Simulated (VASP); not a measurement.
VASP ran on this input.

### INCAR
```
SYSTEM = Si
PREC = Accurate
ENCUT = 400
EDIFF = 1E-6
NELM = 100
ALGO = Normal
LREAL = .FALSE.
LASPH = .TRUE.
ISMEAR = 0
SIGMA = 1.5
GGA = PE
LWAVE = .FALSE.
LCHARG = .FALSE.
ISIF = 2
```

**POSCAR**
```
Si
1
    0.0000000000     2.7155000000     2.7155000000
    2.7155000000     0.0000000000     2.7155000000
    2.7155000000     2.7155000000     0.0000000000
Si
2
Direct
  0.0000000000   0.0000000000   0.0000000000
  0.2500000000   0.2500000000   0.2500000000
```

KPOINTS:
```
Automatic mesh
0
Gamma
6 6 6
0 0 0
```

POTCAR, in this order: Si (PBE.64 set). Program: vasp_std.

Output of the run:

### standard output
```
 POSCAR found type information on POSCAR Si
 POSCAR found :  1 types and       2 ions
 Reading from existing POTCAR
 Reading from existing POTCAR
 LDA part: xc-table for (Slater+PW92), standard interpolation
 POSCAR, INCAR and KPOINTS ok, starting setup
 WAVECAR not read
 entering main loop
       N       E                     dE             d eps       ncg     rms          rms(c)
DAV:   1     0.334373195655E+01    0.33437E+01   -0.29200E+03   256   0.629E+02
DAV:   2    -0.109777870777E+02   -0.14322E+02   -0.14076E+02   408   0.742E+01
DAV:   3    -0.111386764492E+02   -0.16089E+00   -0.16078E+00   320   0.978E+00
DAV:   4    -0.111394777871E+02   -0.80134E-03   -0.80105E-03   408   0.777E-01
DAV:   5    -0.111394781082E+02   -0.32114E-06   -0.32132E-06   328   0.160E-02    0.476E+00
DAV:   6    -0.110336854841E+02    0.10579E+00   -0.68664E-02   328   0.138E+00    0.290E+00
DAV:   7    -0.109856129659E+02    0.48073E-01   -0.12503E-01   320   0.197E+00    0.178E-01
DAV:   8    -0.109861669357E+02   -0.55397E-03   -0.32741E-03   288   0.431E-01    0.757E-02
DAV:   9    -0.109862817080E+02   -0.11477E-03   -0.11604E-04   368   0.876E-02    0.553E-02
DAV:  10    -0.109863011805E+02   -0.19473E-04   -0.25062E-05   288   0.358E-02    0.977E-03
DAV:  11    -0.109863009382E+02    0.24224E-06   -0.35142E-07   328   0.441E-03
   1 F= -.10986301E+02 E0= -.10730941E+02  d E =-.510720E+00
```

OUTCAR:
```
------------------------ aborting loop because EDIFF is reached ----------------------------------------
  FORCE on cell =-STRESS in cart. coord.  units (eV):
  Direction    XX          YY          ZZ          XY          YZ          ZX
  --------------------------------------------------------------------------------------
  Total        0.5090908      0.5090908      0.5090908      0.0000000      0.0000000     -0.0000000
  in kB       20.3669690     20.3669690     20.3669690      0.0000000      0.0000000     -0.0000000
  external PRESSURE =      20.3669690 kB  Pullay stress =       0.0000000 kB
  volume of cell :       40.05
      direct lattice vectors                 reciprocal lattice vectors
     0.000000000  2.715500000  2.715500000    -0.184128153  0.184128153  0.184128153
     2.715500000  0.000000000  2.715500000     0.184128153 -0.184128153  0.184128153
     2.715500000  2.715500000  0.000000000     0.184128153  0.184128153 -0.184128153
 POSITION                                       TOTAL-FORCE (eV/Angst)
 -----------------------------------------------------------------------------------
      0.00000      0.00000      0.00000        -0.000000     -0.000000     -0.000000
      1.35775      1.35775      1.35775         0.000000      0.000000      0.000000
 -----------------------------------------------------------------------------------
    total drift:                                0.000000      0.000000     -0.000000
  FREE ENERGIE OF THE ION-ELECTRON SYSTEM (eV)
  ---------------------------------------------------
  free  energy   TOTEN  =       -10.9863009382 eV

  energy  without entropy=      -10.4755813105  energy(sigma->0) =      -10.73094112
```
(Selected blocks of OUTCAR.)

The run ends quietly. Is anything wrong with it?

The cause: SIGMA is far too large. The run ends without an error. Against the sound run, the energy per atom (σ→0) increases by 0.045 eV/atom; the pressure rises by 0.04 GPa; the band gap rises by 0.03 eV. To mend it, set SIGMA = 0.05.

The mended run (PBE GGA, plane waves, VASP's PBE PAW potentials (set 64)) converges, and its OSZICAR ends with
```
   1 F= -.10820774E+02 E0= -.10820774E+02  d E =-.320666E-11
```

The compound is Si in the diamond structure. The cell was not relaxed at this level.
